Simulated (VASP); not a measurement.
A convergence study with VASP on Pd (fcc): one setting is varied, all else stays as given below, so the limit is that of these other settings.

```
Pd
1.0
    0.00000     1.94500     1.94500
    1.94500     0.00000     1.94500
    1.94500     1.94500     0.00000
Pd
1
Direct
  0.00000   0.00000   0.00000
```

Method: LDA (Ceperley-Alder, Perdew-Zunger), VASP's LDA PAW potentials (set 64) (plane waves; VASP). The tightest run used: 550 eV cut-off, 22×22×22 Monkhorst-Pack mesh, first-order Methfessel-Paxton smearing of 0.10 eV, potentials Pd.

Task: The settings run are 1×1×1 mesh; 2×2×2 mesh; 3×3×3 mesh; 4×4×4 mesh; 5×5×5 mesh; 6×6×6 mesh; 7×7×7 mesh; 8×8×8 mesh; 9×9×9 mesh; 10×10×10 mesh; 11×11×11 mesh; 12×12×12 mesh; 13×13×13 mesh; 14×14×14 mesh; 15×15×15 mesh; 16×16×16 mesh; 17×17×17 mesh; 18×18×18 mesh; 19×19×19 mesh; 20×20×20 mesh; 21×21×21 mesh; 22×22×22 mesh. From which on does the energy per atom stay within 0.01 eV/atom of the tightest run?

Result: From 12×12×12 mesh on: it is off by 0.0023 there and by no more than 0.01 in any finer run, while 11×11×11 mesh is off by 0.0149.
| setting | E (eV/atom) | pressure (GPa) | irreducible k-points | difference judged (eV/atom) |
|---|---|---|---|---|
| 1×1×1 mesh | -13.8497 | -73.10 | 1 | 7.3701 |
| 2×2×2 mesh | -6.7288 | -9.84 | 2 | 0.2492 |
| 3×3×3 mesh | -5.6123 | 4.39 | 4 | 0.8673 |
| 4×4×4 mesh | -6.4560 | -7.35 | 10 | 0.0236 |
| 5×5×5 mesh | -6.3152 | -5.31 | 10 | 0.1644 |
| 6×6×6 mesh | -6.4885 | -8.44 | 28 | 0.0090 |
| 7×7×7 mesh | -6.4808 | -7.06 | 20 | 0.0013 |
| 8×8×8 mesh | -6.4774 | -7.75 | 60 | 0.0022 |
| 9×9×9 mesh | -6.4883 | -8.37 | 35 | 0.0087 |
| 10×10×10 mesh | -6.4775 | -8.02 | 110 | 0.0020 |
| 11×11×11 mesh | -6.4647 | -7.49 | 56 | 0.0149 |
| 12×12×12 mesh | -6.4819 | -7.94 | 182 | 0.0023 |
| 13×13×13 mesh | -6.4828 | -7.78 | 84 | 0.0032 |
| 14×14×14 mesh | -6.4784 | -7.94 | 280 | 0.0012 |
| 15×15×15 mesh | -6.4868 | -8.14 | 120 | 0.0072 |
| 16×16×16 mesh | -6.4804 | -7.97 | 408 | 0.0009 |
| 17×17×17 mesh | -6.4743 | -8.02 | 165 | 0.0052 |
| 18×18×18 mesh | -6.4793 | -7.95 | 570 | 0.0003 |
| 19×19×19 mesh | -6.4773 | -7.80 | 220 | 0.0023 |
| 20×20×20 mesh | -6.4799 | -7.98 | 770 | 0.0003 |
| 21×21×21 mesh | -6.4820 | -7.93 | 286 | 0.0024 |
| 22×22×22 mesh | -6.4796 | -7.93 | 1012 | 0.0000 |

Left out are rungs that failed or repeat a setting and relaxations that didn't move; long series are thinned to 24 rows.

The compound is Pd in the fcc structure. The cell was not relaxed at this level.
